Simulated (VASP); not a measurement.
Level of theory: PBEsol GGA, VASP's PBE PAW potentials (set 64) (plane waves; VASP).

Input for VASP

File POSCAR:
```
GeRh
5.6863140
  1.0000000000   0.0000000000   0.0000000000
  0.0000000000   0.5806599847   0.0000000000
  0.0000000000   0.0000000000   1.1383469151
Ge Rh
4 4
Cart
  0.8082600000   0.4354949885   0.4968087441
  0.1917400000   0.1451649962   0.6415381709
  0.6917400000   0.1451649962   1.0659822017
  0.3082600000   0.4354949885   0.0723647134
  0.9954400000   0.4354949885   0.9068299195
  0.0045600000   0.1451649962   0.2315169956
  0.5045600000   0.1451649962   0.3376564619
  0.4954400000   0.4354949885   0.8006904531
```

### KPOINTS
```
Automatic mesh
0
Gamma
3 6 3
0 0 0
```

### INCAR
```
! general
SYSTEM  = GeRh
PREC    = Accurate
ENCUT   = 300   ! plane-wave cut-off (eV)
LREAL   = .FALSE.   ! projection in real space or not
LASPH   = .TRUE.   ! aspherical one-centre terms

! electronic loop
EDIFF   = 1E-6   ! SCF stop (eV)
NELM    = 100   ! most electronic steps
ALGO    = Normal   ! blocked Davidson
LMAXMIX = 4   ! l cut-off of mixed one-centre charges

! smearing
ISMEAR  = 0   ! Gaussian
SIGMA   = 0.1   ! width (eV)

! functional
GGA     = PS   ! PBEsol

! ions
ISIF    = 2   ! forces and stress, cell fixed

! output
LWAVE   = .FALSE.
LCHARG  = .FALSE.
```

POTCAR, in this order: Ge_d Rh_pv (PBE.64 set). Program: vasp_std.

Task: What will the output report for the number of irreducible k-points (NKPTS), largest plane-wave count, number of space-group operations, FFT grid (NGX, NGY, NGZ)?

Result: 
```json
{
 "number of irreducible k-points (NKPTS)": "16",
 "largest_plane_wave_count": "1441",
 "number_of_space_group_operations": "8",
 "FFT grid (NGX, NGY, NGZ)": "32 × 20 × 40"
}
```

The structure comes from a computed database's GeRh entry; how it stands against other phases isn't given here. The cell was not relaxed at this level. The k-mesh is coarse (spacing up to 0.37 per Å, 2π included), so the numbers may not be converged in it.
